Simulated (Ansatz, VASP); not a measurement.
# Cross-check of Sn between VASP and Ansatz, part 3 of 3

Wanted: the spread between two codes on one cell, functional and k mesh. The structure shown is the end of the Ansatz relaxation below.

VASP 6.6.1 and Ansatz 0.2.0.

So far: The structure; Ansatz: relaxation, r2SCAN; VASP: single point, r2SCAN.

### 3. VASP: single point, r2SCAN (continued)

Level of this step: r2SCAN; plane waves and PAW (Sn_d) (VASP).

Numbers of over 12 decimals in the logs are rounded to 6 here.

OUTCAR, selected parts (step 3):

```text
ion  position               nearest neighbor table
   1  0.500  0.500  0.500-   2 2.83   2 2.83   2 2.83   2 2.83
   2  0.750  0.750  0.750-   1 2.83   1 2.83   1 2.83   1 2.83

  LATTYP: Found a body centered tetragonal cell.
 ALAT       =     4.7071556230
 C/A-ratio  =     1.3394826112

 Subroutine GETGRP returns: Found  4 space group operations
 (whereof  2 operations were pure point group operations)

The static configuration has the point symmetry C_1h.
 The point group associated with its full space group is C_2h.

   k-points           NKPTS =   1728   k-points in BZ     NKDIM =   1728   number of bands    NBANDS=     20

   dimension x,y,z NGX =    36 NGY =   36 NGZ =   36
   dimension x,y,z NGXF=    72 NGYF=   72 NGZF=   72

   ENCUT  =  550.0 eV  40.42 Ry    6.36 a.u.   8.77  8.77  9.00*2*pi/ulx,y,z

   NELECT =      28.0000    total number of electrons

 k-points in reciprocal lattice and weights: Points of the shifted mesh
   0.04166667  0.04166667  0.04166667       0.001
   0.04166667  0.04166667  0.12500000       0.001
   0.04166667  0.04166667  0.20833333       0.001
   0.04166667  0.04166667  0.29166667       0.001
   0.04166667  0.04166667  0.37500000       0.001
   0.04166667  0.04166667  0.45833333       0.001
   0.04166667  0.04166667  0.54166667       0.001
   0.04166667  0.04166667  0.62500000       0.001
   0.04166667  0.04166667  0.70833333       0.001
[...]
0.95833333  0.95833333  0.87500000       0.001
   0.95833333  0.95833333  0.95833333       0.001

 average (electrostatic) potential at core
       1-107.2307       2-107.2307

 E-fermi :   5.3929

 k-point     1 :       0.0417    0.0417    0.0417
  band No.  band energies     occupation
    ...
     10     -16.6180      2.00000
     11      -5.6115      2.00000
     12       4.4014      2.00000
     13       5.1919      2.00000
     14       5.3737      1.92899
     15       5.7002      0.00000
     16       7.4614      0.00000
     17       7.7090      0.00000
     18       7.7359      0.00000
     19      10.8304      0.00000
    ...

 k-point     2 :       0.0417    0.0417    0.1250
  band No.  band energies     occupation
    ...
     10     -16.6101      2.00000
     11      -5.5213      2.00000
     12       3.4380      2.00000
     13       5.1077      2.00000
     14       5.1078      2.00000
     15       6.0730      0.00000
     16       7.8060      0.00000
     17       7.9346      0.00000
     18       8.0479      0.00000
     19      11.2645      0.00000
    ...

 k-point     3 :       0.0417    0.0417    0.2083
  band No.  band energies     occupation
    ...
     10     -16.6023      2.00000
     11      -5.2958      2.00000
     12       2.1923      2.00000
     13       4.7033      2.00000
     14       4.8108      2.00000
     15       6.1084      0.00000
     16       8.1354      0.00000
     17       8.3806      0.00000
     18       9.0393      0.00000
     19      11.9099      0.00000
    ...

  Total       -0.0401233     -0.0401233      0.7359023     -0.0027228     -0.0037332     -0.0037332
  in kB       -0.9202898     -0.9202898     16.8790496     -0.0624511     -0.0856266     -0.0856260
  external PRESSURE =       5.0128233 kB  Pullay stress =       0.0000000 kB

  energy-cutoff  :      550.00
  volume of cell :       69.85
      direct lattice vectors                 reciprocal lattice vectors
     0.000000000  3.328461661  3.152576552    -0.150219546  0.150219546  0.158600431
     3.328461661  0.000000000  3.152576552     0.150219546 -0.150219546  0.158600431
     3.328461661  3.328461661  0.000000000     0.150219546  0.150219546 -0.158600431

 POSITION                                       TOTAL-FORCE (eV/Angst)
 -----------------------------------------------------------------------------------
      3.32825      3.32825      3.15247         0.000205      0.000205      0.000470
      4.99291      4.99291      4.72897        -0.000205     -0.000205     -0.000470
 -----------------------------------------------------------------------------------
    total drift:                                0.000000      0.000000      0.000000

  FREE ENERGIE OF THE ION-ELECTRON SYSTEM (eV)
  ---------------------------------------------------
  free  energy   TOTEN  =       -49.4805438175 eV

  energy  without entropy=      -49.4805399784  energy(sigma->0) =      -49.48054190

 total charge
# of ion       s       p       d       tot
------------------------------------------
    1        1.128   1.255   9.962  12.345
    2        1.128   1.255   9.962  12.345
--------------------------------------------------
tot          2.256   2.509  19.924  24.690

[... 3 further parts left out ...]
```

The run ends at a pressure of 0.50 GPa, with forces up to 5.5e-4 eV/Å.

### 4. Side by side

Known differences besides the potentials themselves: VASP keeps PBE cores, Ansatz makes them for the functional; the cutoff is 500 eV in Ansatz and 550 eV in VASP; Ansatz's pressure holds a Pulay correction, VASP's none. Total energies have different zeros and are not compared.

Both answers:

```csv
quantity,Ansatz,VASP,difference
pressure (GPa),0.59,0.50,+0.09
gap on the k mesh (eV),0.040,0.038,+0.002
```

A gap on the mesh is an upper bound, since the band edges may lie between its points.

### 5. What came out

* difference in gap on the k mesh (single point, r2SCAN): 0.0017 eV

The difference in gap on the k mesh is 0.0017 eV (single point, r2SCAN), within the 0.08 eV picked in this series as the mark of a large difference. How closely two codes agree says nothing of how well the functional describes the real material.

[Lines on the potential files, build, host, timing and source positions are cut from VASP's logs without a mark.]

[Logs are printed without paths, hosts, clocks, repeated set-up lines and the standing remarks that a program may print on its own settings, such as how far it seeks lower states.]

[Hosts, paths, dates, database ids (printed as entryN), source tags and the programs' standing remarks are cut or masked in the printed files.]
